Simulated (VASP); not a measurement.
# How a change of volume changes AlNi (Pm-3m)

How do stress and energy of AlNi follow a change of volume?

Calculated with VASP 6.6.1; PBEsol, no spin polarisation; plane waves and PAW (Ni, Al); cell typed or built by script, in the first sound run; inputs show where later runs differ.

## (1) The structure

It takes space group Pm-3m (No. 221, cubic). The conventional cell has a = 2.887 Å, b = 2.887 Å, c = 2.887 Å, α = 90.00°, β = 90.00°, γ = 90.00°. Nearest to Ni lie 8 Al at 2.50 Å. Al has 8 Ni at 2.50 Å nearest. Farther neighbours are not listed.

Structure file:

```cif
data_structure
_symmetry_space_group_name_H-M 'Pm-3m'
_symmetry_Int_Tables_number 221
_cell_length_a 2.8870
_cell_length_b 2.8870
_cell_length_c 2.8870
_cell_angle_alpha 90.000
_cell_angle_beta 90.000
_cell_angle_gamma 90.000
_cell_volume 24.06
loop_
_atom_site_label
_atom_site_type_symbol
_atom_site_symmetry_multiplicity
_atom_site_Wyckoff_symbol
_atom_site_fract_x
_atom_site_fract_y
_atom_site_fract_z
_atom_site_occupancy
Ni1 Ni 1 a 0.00000 0.00000 0.00000 1
Al1 Al 1 b 0.50000 0.50000 0.50000 1
```

## (2) Relax the crystal, PBEsol

The series starts from the cell that this level prefers, so that zero strain is near zero stress.

This step took 2 runs in a row; the last is shown.

Level: PBEsol, no spin polarisation; plane waves and PAW (Ni, Al); cell typed or built by script.

The input, INCAR:

```
SYSTEM = AlNi
PREC = Accurate
ENCUT = 450
EDIFF = 1E-07
NELM = 120
ISMEAR = 1
SIGMA = 0.15
LREAL = .FALSE.
ALGO = Normal
GGA = PS
NBANDS = 12
LASPH = .TRUE.
LORBIT = 11
LWAVE = .FALSE.
LCHARG = .FALSE.
KPAR = 8
IBRION = 2
NSW = 40
ISIF = 3
EDIFFG = -0.005
POTIM = 0.4
```

The input, POSCAR:

```
AlNi
1.0
    2.8626710627      0.0000000000      0.0000000000
    0.0000000000      2.8626710627      0.0000000000
    0.0000000000      0.0000000000      2.8626710627
Ni Al
1 1
Direct
    0.0000000000      0.0000000000      0.0000000000
    0.5000000000      0.5000000000      0.5000000000
```

The input, KPOINTS:

```
Automatic mesh
0
Gamma
17 17 17
0 0 0
```

The projector-augmented-wave data sets are Ni and Al (PBE family, release 64).

Launch:

```sh
$ mpirun -np 8 vasp_std
```

Log:

```text
[banner, memory and clock lines left out]
running    8 mpi-ranks, on    1 nodes
[...]
|                                                                             |
|           W    W    AA    RRRRR   N    N  II  N    N   GGGG   !!!           |
|           W    W   A  A   R    R  NN   N  II  NN   N  G    G  !!!           |
|           W    W  A    A  R    R  N N  N  II  N N  N  G       !!!           |
|           W WW W  AAAAAA  RRRRR   N  N N  II  N  N N  G  GGG   !            |
|           WW  WW  A    A  R   R   N   NN  II  N   NN  G    G                |
|           W    W  A    A  R    R  N    N  II  N    N   GGGG   !!!           |
|                                                                             |
|     For optimal performance we recommend to set                             |
|       NCORE = 2 up to number-of-cores-per-socket                            |
|     NCORE specifies how many cores store one orbital (NPAR=cpu/NCORE).      |
|     This setting can greatly improve the performance of VASP for DFT.       |
[...]
|     You enforced a specific xc type in the INCAR file but a different       |
|     [... a line on the potential file left out ...]
|     I HOPE YOU KNOW WHAT YOU ARE DOING!                                     |
|                                                                             |

 LDA part: xc-table for (Slater+PW92), standard interpolation
 POSCAR, INCAR and KPOINTS ok, starting setup
[...]
entering main loop
       N       E                     dE             d eps       ncg     rms          rms(c)
DAV:   1     0.360746462891E+02    0.36075E+02   -0.51243E+03  4056   0.102E+03
DAV:   2    -0.118390424803E+02   -0.47914E+02   -0.44430E+02  4060   0.183E+02
DAV:   3    -0.132063159234E+02   -0.13673E+01   -0.13505E+01  4784   0.368E+01
DAV:   4    -0.132256696191E+02   -0.19354E-01   -0.19347E-01  4468   0.395E+00
[...]
DAV:  12    -0.115859556354E+02    0.11136E-05   -0.38041E-06  5168   0.320E-02    0.358E-03
DAV:  13    -0.115859552586E+02    0.37679E-06   -0.13068E-07  2884   0.330E-03    0.179E-03
DAV:  14    -0.115859552622E+02   -0.35463E-08   -0.58600E-08  2408   0.206E-03
   1 F= -.11585955E+02 E0= -.11585940E+02  d E =-.115860E+02
[...]
reached required accuracy - stopping structural energy minimisation
```

Run time: 7.2 s. Hardware: 8 MPI ranks of Intel Xeon Platinum 8259CL at 2.50GHz (Skylake/Cascade Lake), shared host; peak memory 1.2 GiB.

The logs omit lines about the potential files and the build; timing stands in the text.

From OUTCAR (step 2):

```text
  Total       -0.0053875     -0.0053875     -0.0053875     -0.0000000     -0.0000000      0.0000000
  in kB       -0.3679482     -0.3679482     -0.3679482     -0.0000000     -0.0000000      0.0000000
  external PRESSURE =      -0.3679482 kB  Pullay stress =       0.0000000 kB

 POSITION                                       TOTAL-FORCE (eV/Angst)
 -----------------------------------------------------------------------------------
      0.00000      0.00000      0.00000         0.000000      0.000000      0.000000
      1.43134      1.43134      1.43134         0.000000      0.000000      0.000000
 -----------------------------------------------------------------------------------
    total drift:                                0.000000      0.000000      0.000000

  FREE ENERGIE OF THE ION-ELECTRON SYSTEM (eV)
  ---------------------------------------------------
  free  energy   TOTEN  =       -11.5859552622 eV

  energy  without entropy=      -11.5859090003  energy(sigma->0) =      -11.58593984

 reached required accuracy - stopping structural energy minimisation

[... 3 further parts left out ...]
[key lines of the parts left out:]
E-fermi :  10.1375
```

Read from the output:

| Quantity | Value |
| --- | --- |
| energy(sigma→0) of the program | -11.5859 eV |
| stress, compression positive | xx, yy, zz -0.04, -0.04, -0.04 GPa |
| volume | 23.459 Å³ |
| ionic steps | 1 |

## (3) Relax at fixed volume, PBEsol

One member in full: the volume is scaled by 0.985, and the cell is held.

Level: PBEsol, no spin polarisation; plane waves and PAW (Ni, Al); cell typed or built by script.

Edit INCAR of step 2 so:

```diff
@@ -15,7 +15,8 @@
 LCHARG = .FALSE.
-KPAR = 8
+KPAR = 2
 IBRION = 2
 NSW = 40
-ISIF = 3
-EDIFFG = -0.005
+ISIF = 2
+EDIFFG = -0.004
 POTIM = 0.4
+MAXMIX = 40
```

The input, POSCAR:

```
AlNi
1.0
    2.8482855382      0.0000000000      0.0000000000
    0.0000000000      2.8482855382      0.0000000000
    0.0000000000      0.0000000000      2.8482855382
Ni Al
1 1
Direct
    0.0000000000      0.0000000000      0.0000000000
    0.5000000000      0.5000000000      0.5000000000
```

KPOINTS is that of step 2.

Launch:

```sh
$ mpirun -np 2 vasp_std
```

Log:

```text
[banner, memory and clock lines left out]
running    2 mpi-ranks, on    1 nodes
[...]
[... a notice as in an earlier step ...]

 LDA part: xc-table for (Slater+PW92), standard interpolation
 POSCAR, INCAR and KPOINTS ok, starting setup
[...]
entering main loop
       N       E                     dE             d eps       ncg     rms          rms(c)
DAV:   1     0.373935926077E+02    0.37394E+02   -0.51332E+03  4048   0.102E+03
DAV:   2    -0.118118620179E+02   -0.49205E+02   -0.45525E+02  4052   0.185E+02
DAV:   3    -0.132200073309E+02   -0.14081E+01   -0.13957E+01  4868   0.375E+01
DAV:   4    -0.132394949862E+02   -0.19488E-01   -0.19482E-01  4436   0.400E+00
[...]
DAV:  12    -0.115828673594E+02    0.12389E-05   -0.37577E-06  5132   0.319E-02    0.327E-03
DAV:  13    -0.115828670300E+02    0.32942E-06   -0.12772E-07  2928   0.332E-03    0.178E-03
DAV:  14    -0.115828670299E+02    0.90722E-10   -0.49868E-08  2400   0.175E-03
   1 F= -.11582867E+02 E0= -.11582863E+02  d E =-.115829E+02
[...]
reached required accuracy - stopping structural energy minimisation
```

Run time: 17 s. Hardware: 2 MPI ranks; peak memory 0.29 GiB.

Parts of OUTCAR (step 3):

```text
  Total        0.3850236      0.3850236      0.3850236      0.0000000     -0.0000000      0.0000000
  in kB       26.6960739     26.6960739     26.6960739      0.0000000     -0.0000000      0.0000000
  external PRESSURE =      26.6960739 kB  Pullay stress =       0.0000000 kB

 POSITION                                       TOTAL-FORCE (eV/Angst)
 -----------------------------------------------------------------------------------
      0.00000      0.00000      0.00000         0.000000      0.000000      0.000000
      1.42414      1.42414      1.42414         0.000000      0.000000      0.000000
 -----------------------------------------------------------------------------------
    total drift:                                0.000000      0.000000      0.000000

  FREE ENERGIE OF THE ION-ELECTRON SYSTEM (eV)
  ---------------------------------------------------
  free  energy   TOTEN  =       -11.5828670299 eV

  energy  without entropy=      -11.5828540651  energy(sigma->0) =      -11.58286271

[... 2 parts as in an earlier step ...]

[... 2 further parts left out ...]
[key lines of the parts left out:]
E-fermi :  10.3425
```

This run gave:

* energy(sigma→0) of the program: -11.5829 eV
* stress, compression positive: xx, yy, zz 2.67, 2.67, 2.67 GPa
* ionic steps: 1

## (4) The table

The other members went through these steps as far as the tables show, with the same cutoff and, step by step, the same mesh; 9 runs are not shown. The session took 0.13 core hours (wall time by ranks) on a shared machine.

```tsv
volume over the relaxed volume	volume (Å³/atom)	pressure (GPa)	energy above the unstrained row, extrapolated to no smearing (meV/atom)
0.940	11.026	12.200	25.774
0.955	11.202	8.766	14.158
0.970	11.378	5.597	6.174
0.985	11.554	2.670	1.539
1	11.730	-0.037	0.000
1.015	11.906	-2.533	1.312
1.030	12.082	?	?
1.045	12.258	-6.958	11.641
1.060	12.433	-8.917	20.255
```

## (5) Stress from the known rows

Fitting a cubic to the 8 known rows (u: logarithm of the volume ratio) gives pressure = − 343.8 u³ + 376.1 u² − 173.2 u − 0.03621 in GPa; the residuals are 0.0010 GPa r.m.s.

For the withheld row, u = 0.02956, the fit gives -4.835 GPa.

## (6) The withheld row

The calculation gives -4.834 GPa, so the prediction is 0.001 GPa too low.

A cubic of the pressure in ln(V/V₀) through all rows has the slope −B at V₀: B = 173 GPa, and its curvature gives B′ = 4.3.

## (7) Results

| Quantity | Value |
| --- | --- |
| error of the predicted pressure | -0.001 GPa |
| bulk modulus | 173 GPa |

The slope of the energy gives 0.07 GPa at the relaxed volume where the pressure column has -0.04 GPa, a mark of the finite basis or of the smearing. These are static values: temperature and zero-point motion are left out. In a metal the slopes also depend on mesh and smearing, which were held through the series.

[Lines on the potential files, build, host, timing and source positions are cut from VASP's logs without a mark.]

[Logs are printed without paths, hosts, clocks, repeated set-up lines and the standing remarks that a program may print on its own settings, such as how far it seeks lower states.]

[Hosts, paths, dates, database ids (printed as entryN), source tags and the programs' standing remarks are cut or masked in the printed files.]

[In band tables of VASP the shares of atoms and orbitals are scaled to a sum of 1 inside the atoms' spheres.]
